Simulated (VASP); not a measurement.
```
Ag2O
1.0
    4.70558     0.00000     0.00000
    0.00000     4.70558     0.00000
    0.00000     0.00000     4.70558
Ag O
4 2
Direct
  0.75000   0.25000   0.75000
  0.25000   0.75000   0.75000
  0.75000   0.75000   0.25000
  0.25000   0.25000   0.25000
  0.00000   0.00000   0.00000
  0.50000   0.50000   0.50000
```

All values below come from PBEsol GGA, VASP's PBE PAW potentials (set 64) (plane waves; VASP). Run with 520 eV cut-off, 6×6×6 Γ-centred mesh, first-order Methfessel-Paxton smearing of 0.10 eV, potentials Ag O.

Q: What does the run give for the energy per atom (σ→0), band gap (on the k-mesh) with the smallest direct gap where there is one?

A: 
```json
{
 "band gap (on the k-mesh)": "none (metal, semimetal or under 0.01 eV)",
 "energy per atom (σ→0)": "-3.995 eV/atom"
}
```

Total energies compare only between runs with the same potentials, cut-off and functional.

The compound is Ag2O in the cuprite structure. It was relaxed first. The start is the result of an earlier pass.
